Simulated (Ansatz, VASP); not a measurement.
# Si7C16O14 (amorphous SiO2 against graphene, 7.5 A) in two plane-wave programs, part 2 of 2

One calculation is typed for both programs; each brings its own data sets. How far apart do they land? Of the first pair: The structure shown is the start of the Ansatz relaxation below; VASP solves that cell, so the two are compared at the walk's first step.

VASP 6.6.1 and Ansatz 0.2.0.

So far. Step 3 (VASP: single point, PBE with D3(BJ), start cell, pair 1): The run ends at a pressure of 0.69 GPa, with forces up to 2.6 eV/Å.

## (5) Ansatz: relaxation, PBE with D3(BJ)

Level of this step: Ansatz beside VASP: Kohn-Sham DFT, plane waves, PBE with D3(BJ) (Ansatz).

This run makes the geometry at which the two programs are then compared. The cell compared in this pair holds 1372.44 Å³, against 1437.05 Å³ for the pair before.

The structure compared here is the end of the Ansatz relaxation.

The input, input.yaml:

```yaml
crystal:
  lattice:
    - [9.864, 0.0, 0.0]
    - [0.0, 12.81371, 0.0]
    - [0.0, 0.0, 11.36957]
  atoms:
    - { symbol: C, position: [0.99671, 0.99046, 0.07595] }
    - { symbol: C, position: [0.12195, 0.04694, 0.07151] }
    - { symbol: C, position: [0.12209, 0.15709, 0.06595] }
    - { symbol: C, position: [0.99665, 0.21313, 0.06516] }
    - { symbol: C, position: [0.99699, 0.32437, 0.06998] }
    - { symbol: C, position: [0.12202, 0.37999, 0.0761] }
    - { symbol: C, position: [0.12207, 0.49098, 0.08697] }
    - { symbol: C, position: [0.99739, 0.54655, 0.08849] }
    - { symbol: C, position: [0.99809, 0.65782, 0.09625] }
    - { symbol: C, position: [0.12224, 0.71196, 0.1035] }
    - { symbol: C, position: [0.12281, 0.8263, 0.12875] }
    - { symbol: C, position: [0.99544, 0.88135, 0.09208] }
    - { symbol: C, position: [0.24728, 0.99053, 0.07209] }
    - { symbol: C, position: [0.37194, 0.04651, 0.05965] }
    - { symbol: C, position: [0.37164, 0.15773, 0.05867] }
    - { symbol: C, position: [0.24729, 0.21334, 0.06414] }
    - { symbol: C, position: [0.24692, 0.32443, 0.07067] }
    - { symbol: C, position: [0.37199, 0.37998, 0.07455] }
    - { symbol: C, position: [0.37177, 0.49097, 0.08639] }
    - { symbol: C, position: [0.24658, 0.54645, 0.09404] }
    - { symbol: C, position: [0.24645, 0.6579, 0.10143] }
    - { symbol: C, position: [0.37239, 0.7137, 0.09637] }
    - { symbol: C, position: [0.3722, 0.82494, 0.0851] }
    - { symbol: C, position: [0.24917, 0.88129, 0.08912] }
    - { symbol: C, position: [0.49679, 0.9908, 0.05885] }
    - { symbol: C, position: [0.62214, 0.04638, 0.05582] }
    - { symbol: C, position: [0.62184, 0.15783, 0.05507] }
    - { symbol: C, position: [0.49677, 0.21355, 0.05787] }
    - { symbol: C, position: [0.49692, 0.32455, 0.06658] }
    - { symbol: C, position: [0.62188, 0.3801, 0.06978] }
[... 75 atom lines left out ...]
    - { symbol: O, position: [0.8207, 0.5685, 0.68949] }
    - { symbol: O, position: [0.25294, 0.78699, 0.70222] }
    - { symbol: O, position: [0.20476, 0.18848, 0.6787] }
    - { symbol: O, position: [0.02358, 0.56072, 0.53902] }
    - { symbol: O, position: [0.66858, 0.15699, 0.5545] }
    - { symbol: O, position: [0.51845, 0.5607, 0.38812] }
kpoints:
  mp_grid: { grid: [2, 1, 2] }
hamiltonian:
  xc: pbe
  dispersion: d3bj
scf:
  occupations: { method: fermi_dirac, width: 0.1 }
output:
  forces: true
relax:
  f_tol: 0.08
  max_steps: 90
  cell: { fix: [a, b, alpha, beta, gamma] }
```

Started as:

```sh
ansatz run input.yaml --threads 4 --pin off --max-ram 8192MiB --backend cpu --events-out ev --progress --plain --runs-dir out
```

Numbers of over 12 decimals in the logs are rounded to 6 here.

Log:

```text
[...]
Crystal: 111 atoms, lattice volume = 1437.050 Å³
Basis set: ecut = 420 eV, 28071 PW (Γ), exchange–correlation on 144×180×160 points (8 copies of the dense FFT grid, shifted against one another)
Bands: 375, of which v1, the nominal top of the filled ones, is band 264 counted from 1 (263 counted from 0)
Symmetry: 1 space group operations
[...]
k-points: 4
[...]
- { symbol: O, position: [0.312535, 0.625608, 0.862420] }
    - { symbol: O, position: [0.426946, 0.285579, 0.582537] }
    - { symbol: O, position: [0.800962, 0.080033, 0.348722] }
    - { symbol: O, position: [0.745264, 0.464392, 0.413093] }
    - { symbol: O, position: [0.592073, 0.925201, 0.368447] }
    - { symbol: O, position: [0.565428, 0.453343, 0.581328] }
    - { symbol: O, position: [0.699444, 0.734222, 0.381406] }
[...]
- { symbol: O, position: [0.218200, 0.202178, 0.685292] }
    - { symbol: O, position: [0.013485, 0.565531, 0.535460] }
    - { symbol: O, position: [0.674183, 0.171756, 0.548384] }
    - { symbol: O, position: [0.522568, 0.571871, 0.378095] }
```

## (6) VASP: single point, PBE with D3(BJ), relaxed cell, pair 2

The same cell, functional, mesh and smearing now go to VASP, with its own data sets.

The input, INCAR:

```
SYSTEM = Si7C16O14
PREC = Accurate
ENCUT = 600
EDIFF = 1E-06
NELM = 120
ISMEAR = -1
SIGMA = 0.1
LREAL = Auto
ALGO = Normal
GGA = PE
IVDW = 12
NBANDS = 352
LORBIT = 11
LWAVE = .FALSE.
LCHARG = .FALSE.
ISIF = 2
LASPH = .TRUE.
GGA_COMPAT = .FALSE.
EFERMI = MIDGAP
KPAR = 4
```

The input, POSCAR:

```
Si7C16O14
1.0
    9.8640000000      0.0000000000      0.0000000000
    0.0000000000     12.8137100000      0.0000000000
    0.0000000000      0.0000000000     10.8583720000
C Si O
48 21 42
Direct
    0.9929200000      0.9739600000      0.0753900000
    0.1186300000      0.0299100000      0.0723300000
    0.1185300000      0.1402900000      0.0686700000
    0.9934100000      0.1965300000      0.0679200000
    0.9936100000      0.3075300000      0.0734900000
    0.1185500000      0.3630200000      0.0805200000
    0.1186900000      0.4741800000      0.0909300000
    0.9938900000      0.5298500000      0.0909300000
    0.9946200000      0.6410900000      0.0984900000
    0.1187500000      0.6947200000      0.1083800000
    0.1190400000      0.8107400000      0.1331700000
    0.9912300000      0.8650600000      0.0922100000
    0.2440400000      0.9737200000      0.0730900000
    0.3690200000      0.0295500000      0.0644000000
    0.3687800000      0.1410700000      0.0633200000
    0.2437300000      0.1964400000      0.0684400000
    0.2435900000      0.3074200000      0.0758000000
    0.3688600000      0.3631600000      0.0789700000
    0.3687500000      0.4745200000      0.0905500000
    0.2433900000      0.5296200000      0.0981000000
    0.2428200000      0.6408200000      0.1063200000
    0.3691300000      0.6969400000      0.1014100000
    0.3686300000      0.8087500000      0.0888200000
    0.2458900000      0.8647300000      0.0897800000
    0.4932900000      0.9745300000      0.0658200000
    0.6184000000      0.0301100000      0.0623200000
    0.6185900000      0.1411500000      0.0602100000
    0.4933400000      0.1967000000      0.0626500000
    0.4934000000      0.3081900000      0.0704900000
    0.6186100000      0.3637200000      0.0734800000
[... 75 atom lines left out ...]
    0.8177500000      0.5824300000      0.7022100000
    0.2522800000      0.8025400000      0.7179900000
    0.2182000000      0.2021800000      0.6852900000
    0.0134800000      0.5655300000      0.5354600000
    0.6741800000      0.1717600000      0.5483800000
    0.5225700000      0.5718700000      0.3781000000
```

The input, KPOINTS:

```
Automatic mesh
0
Gamma
2 1 2
0 0 0
```

Potentials, in the order of the species: C, Si and O (PBE family, release 64).

Started as:

```sh
mpirun -np 16 vasp_std
```

Log:

```text
[banner, memory and clock lines left out]
running   16 mpi-ranks, on    1 nodes
[...]
[... a notice as in an earlier step ...]

 LDA part: xc-table for (Slater+PW92), standard interpolation
 POSCAR, INCAR and KPOINTS ok, starting setup
[...]
entering main loop
       N       E                     dE             d eps       ncg     rms          rms(c)
DAV:   1     0.340437352504E+04    0.34044E+04   -0.29001E+05  2816   0.154E+03
DAV:   2    -0.680920290506E+03   -0.40853E+04   -0.39272E+04  3424   0.334E+02
DAV:   3    -0.100825407445E+04   -0.32733E+03   -0.32438E+03  3384   0.963E+01
DAV:   4    -0.101502188869E+04   -0.67678E+01   -0.67415E+01  3448   0.146E+01
[...]
DAV:  19    -0.922342252956E+03    0.30294E-05   -0.25852E-05  3552   0.141E-02    0.777E-03
DAV:  20    -0.922342253465E+03   -0.50866E-06   -0.10190E-05  3136   0.606E-03    0.621E-03
DAV:  21    -0.922342253358E+03    0.10667E-06   -0.12605E-06  2224   0.287E-03
   1 F= -.93693530E+03 E0= -.93681962E+03  d E =-.231365E+00
```

From OUTCAR (step 6):

```text
  FREE ENERGIE OF THE ION-ELECTRON SYSTEM (eV)
  ---------------------------------------------------
  free  energy   TOTEN  =      -936.9353020035 eV

  energy  without entropy=     -936.7039367255  energy(sigma->0) =     -936.81961936

[... 1 part as in an earlier step ...]
```

The gap is read on the k-mesh alone, so it is an upper bound where the band edges lie off the mesh. The gap is under twice the smearing width, so the edge states are partly filled and the run can't tell a small gap from a semimetal.

## (7) Side by side

What differs besides the data sets and the points named for the pairs above, as far as they apply: the cutoff is 420 eV in Ansatz and 600 eV in VASP (PREC = Accurate, projectors in real space). Total energies have different zeros and are not compared.

The two programs side by side:

```tsv
quantity	Ansatz	VASP	difference
pressure (GPa)	0.29	0.30	-0.01
```

Forces on 7 of the 111 atoms, those with the largest forces and the largest differences (eV/Å; atoms numbered as in POSCAR):

```tsv
atom	Ansatz x, y, z	VASP x, y, z
Si52	0.002, -0.006, -0.007	-0.036, 0.123, 0.063
Si57	0.004, 0.003, -0.010	0.041, -0.066, 0.030
Si66	-0.002, -0.002, -0.003	-0.039, -0.044, -0.067
Si68	-0.010, 0.000, 0.001	-0.006, -0.072, 0.044
O71	-0.003, 0.002, 0.005	-0.021, 0.021, 0.078
O97	-0.003, -0.001, -0.002	0.068, -0.048, 0.050
O99	0.003, 0.006, -0.005	-0.026, 0.001, -0.096
```

The forces differ by 22 meV/Å r.m.s., where the r.m.s. force is 0.004 eV/Å in Ansatz and 0.022 eV/Å in VASP: the atoms lie near their places of rest in Ansatz, so a percentage would say little (all taken over all components).

## (8) Outcome

| Quantity | Value |
| --- | --- |
| r.m.s. force difference (single point, PBE with D3(BJ), start cell, pair 1) | 8.2 % of the r.m.s. force |
| r.m.s. force difference (single point, PBE with D3(BJ), relaxed cell, pair 2) | 22 meV/Å |

What this shows: The r.m.s. force difference is 8.2 % of the r.m.s. force (single point, PBE with D3(BJ), start cell, pair 1), beyond the 3 % picked in this series as the mark of a large difference. What causes the difference of the single point, PBE with D3(BJ), start cell, pair 1 pair stays open here. What causes the difference of the single point, PBE with D3(BJ), relaxed cell, pair 2 pair stays open here. How closely two codes agree says nothing of how well the functional describes the real material.

[Lines on the potential files, build, host, timing and source positions are cut from VASP's logs without a mark.]

[Logs are printed without paths, hosts, clocks, repeated set-up lines and the standing remarks that a program may print on its own settings, such as how far it seeks lower states.]

[Hosts, paths, dates, database ids (printed as entryN), source tags and the programs' standing remarks are cut or masked in the printed files.]
